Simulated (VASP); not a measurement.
Here is the system:

```xyz
3
Lattice="-1.5965 1.5965 3.9190 1.5965 -1.5965 3.9190 1.5965 1.5965 -3.9190" Properties=species:S:1:pos:R:3 pbc="T T T"
Si     0.0000     0.0000     5.2075
Si     0.0000     0.0000     2.6305
Mo     0.0000     0.0000     0.0000
```

These are SCAN meta-GGA, VASP's PBE PAW potentials (set 64) (plane waves; VASP) values and carry that method's errors. Run with 520 eV cut-off, 15×15×15 Γ-centred mesh, tetrahedra with Blöchl corrections, potentials Si Mo_sv.

### Question
Predict the energy per atom (σ→0), band gap (over mesh and band path) with the smallest direct gap where there is one.

### Answer

- band gap (over mesh and band path) = none (metal, semimetal or under 0.01 eV)
- energy per atom (σ→0) = -18.754 eV/atom

The compound is MoSi2 in the MoSi2 type structure. It was relaxed first.
